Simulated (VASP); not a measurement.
A cell of Tl (hcp) near equilibrium:

```
Tl
1.0
    1.79167    -3.10326     0.00000
    1.79167     3.10326     0.00000
    0.00000     0.00000     5.63897
Tl
2
Direct
  0.33333   0.66667   0.25000
  0.66667   0.33333   0.75000
```

Level of theory: PBE GGA, VASP's PBE PAW potentials (set 64) (plane waves; VASP 6.6.1).

| run | ΔE (meV/atom) | σxx | σyy | σzz | largest shear component, with its sign (GPa) | largest force (eV/Å) |
|---|---|---|---|---|---|---|
| as it is | 0.0 | 0.16 | 0.16 | -0.07 | 0.00 | 0.000 |
| after one change | 0.7 | 0.49 | 0.49 | 0.10 | 0.00 | 0.000 |
Stress is in GPa, positive when the cell is compressed.

Q: What was changed between the two runs?
A) uniaxial strain of +1.0 % along y
B) biaxial strain of -0.5 % in the xy plane
C) biaxial strain of -3.0 % in the xz plane with the ions relaxed
D) biaxial strain of +4.0 % in the xz plane

A: B, biaxial strain of -0.5 % in the xy plane

The compound is Tl in the hcp structure.
